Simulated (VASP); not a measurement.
Consider the following.

```
PtSmP
1.0
    4.11111     0.00000     0.00000
   -2.05555     3.56032     0.00000
    0.00000     0.00000     3.96400
Sm P Pt
1 1 1
Cartesian
  0.00000   0.00000   3.96400
  2.05556   1.18677   1.98200
  0.00000   2.37355   1.98200
```

These are PBEsol GGA with spin-orbit coupling, VASP's PBE PAW potentials (set 64) (plane waves; VASP) values and carry that method's errors. Settings: 400 eV cut-off, 8×8×7 Γ-centred mesh, Gaussian smearing of 0.050 eV, potentials Sm_3 P Pt.

The 4f electrons are frozen in the core of the lanthanide potential, so 4f levels, which can set the real gap, and their magnetism are missing.

Q: The job: SmPPt (space group P-6m2), 3 atoms, PBEsol+SOC, static run, 400 eV, 8×8×7 Γ-centred mesh. Roughly how much core time does it take on a busy server core?

A: About 4 core-minutes (one run on a shared machine, a rough figure). It had 60 irreducible k-points, 34 bands, up to 2146 plane waves and 13 electronic steps.

The structure comes from a computed database's SmPPt entry (P-6m2); how it stands against other phases isn't given here. It was relaxed first.
